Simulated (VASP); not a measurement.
Consider the following.

```
MgSe
1.0
    0.00000     2.73000     2.73000
    2.73000     0.00000     2.73000
    2.73000     2.73000     0.00000
Mg Se
1 1
Direct
  0.00000   0.00000   0.00000
  0.50000   0.50000   0.50000
```

Computed with PBE GGA, VASP's PBE PAW potentials (set 64) (plane waves; VASP 6.6.1). Settings: 400 eV cut-off, 8×8×8 Γ-centred mesh, Fermi-Dirac smearing of 0.20 eV, potentials Mg Se.

**Question.** Give the stress tensor in GPa (positive for a compressed cell).

**Answer.** 
```
1.56  0.00  0.00
0.00  1.56  0.00
0.00  0.00  1.56
```
The pressure is its mean diagonal, 1.56 GPa.

The compound is MgSe in the rock salt structure. The cell was not relaxed at this level. The run is one of a series of settings (ISMEAR = -1, SIGMA = 0.2 against the base run), some of them coarse on purpose.
